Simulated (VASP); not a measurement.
An input for Quantum ESPRESSO's pw.x (written as the equivalent of a VASP run, and not itself run):

```
&CONTROL
  calculation = 'vc-relax'
  pseudo_dir = './pseudo'
  outdir = './out'
  tprnfor = .true.
  tstress = .true.
  nstep = 60
  forc_conv_thr = 0.00078
/
&SYSTEM
  ibrav = 0
  nat = 3
  ntyp = 2
  ecutwfc = 86
  occupations = 'smearing'
  smearing = 'gaussian'
  degauss = 0.003675
  input_dft = 'vdw-df-obk8'
/
&ELECTRONS
  conv_thr = 7.3e-08
  electron_maxstep = 100
/
&IONS
/
&CELL
/
ATOMIC_SPECIES
  Zr 91.224 Zr.upf
  Se 78.971 Se.upf
CELL_PARAMETERS angstrom
     3.7512704   -0.0000000   -0.0000000
    -1.8756352    3.2486957    0.0000000
    -0.0000000   -0.0000000    6.1596239
ATOMIC_POSITIONS crystal
  Zr   0.0000000  0.0000000  0.0000000
  Se   0.3333330  0.6666670  0.2558384
  Se   0.6666670  0.3333330  0.7441616
K_POINTS automatic
  6 6 4 0 0 0
```

Question: Translate this input to VASP (INCAR, KPOINTS, POSCAR, choice of POTCAR).

Answer: This is not unique; one that fits is 
**POSCAR**
```
ZrSe2
1
    3.7512704256    -0.0000000000    -0.0000000000
   -1.8756352128     3.2486957094     0.0000000000
   -0.0000000000    -0.0000000000     6.1596239355
Zr Se
1 2
Direct
  0.0000000000   0.0000000000   0.0000000000
  0.3333330000   0.6666670000   0.2558384124
  0.6666670000   0.3333330000   0.7441615876
```

### INCAR
```
AGGAC  =  0.0
ALGO  =  Normal
EDIFF  =  1E-6
EDIFFG  =  -0.02
ENCUT  =  480
GGA  =  BO
IBRION  =  2
ISIF  =  3
ISMEAR  =  0
LASPH  =  .TRUE.
LCHARG  =  .FALSE.
LMAXMIX  =  4
LREAL  =  .FALSE.
LUSE_VDW  =  .TRUE.
LWAVE  =  .FALSE.
NELM  =  100
NSW  =  60
PARAM1  =  0.1833333333
PARAM2  =  0.22
PREC  =  Accurate
SIGMA  =  0.05
SYSTEM  =  ZrSe2
```

**KPOINTS**
```
Regular mesh
0
G
6 6 4
0 0 0
```

POTCAR, in this order: Zr_sv Se (PBE.64 set). Program: vasp_std.

The two are equivalent in intent, not identical: the potentials are each code's own (VASP's PAW set, PseudoDojo norm-conserving files in pw.x), so ENCUT and ecutwfc are chosen apart and not converted; conv_thr bounds pw.x's estimated SCF error, while EDIFF bounds the energy change between steps; forc_conv_thr acts on force components and is met together with etot_conv_thr.

The compound is ZrSe2 in the 1T layered structure. This run relaxes it. Symmetry was kept, so distortions that lower it aren't found. The start is the result of an earlier pass.
